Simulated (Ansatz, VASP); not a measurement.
**Two plane-wave programs on CuRe3**

```xyz
4
Lattice="3.8431 0.0000 0.0000 0.0000 3.8431 0.0000 0.0000 0.0000 3.8431" Properties=species:S:1:pos:R:3 pbc="T T T"
Cu    0.0000    0.0000    0.0000
Re    0.0000    1.9215    1.9215
Re    1.9215    0.0000    1.9215
Re    1.9215    1.9215    0.0000
```

Change from the starting cell: species swapped into the TaCo3 type (Pm-3m, No. 221).

Alike in both runs: functional PBE; k mesh 12 × 12 × 12; occupations gaussian, width 0.1 eV; no spin polarisation.

Ansatz relaxed the structure, and its values are those at the end. VASP's run is a single point on that final structure, the one shown.

|  | VASP | Ansatz |
| --- | --- | --- |
| version | VASP 6.6.1 | Ansatz 0.2.0 |
| potentials or method | VASP PAW PBE potentials, release 64 (Cu, Re) | scalar-relativistic, plane waves, PAW |
| plane-wave cutoff (eV) | 520 | 420 |
| valence electrons in the cell | 32 | 64 |

```csv
,VASP,Ansatz,Ansatz less VASP
gap on the k mesh at the Fermi level (eV),none,none,-
pressure (GPa),0.0,0.0,+0.05
```

A gap of «none» marks a metal or a gap that the smearing closes. With one functional, cell and mesh, what is left measures potentials, basis and numerics. The two sets of potentials don't hold the same shells in valence.

Spin-orbit coupling is left out, which matters for the levels of Re.
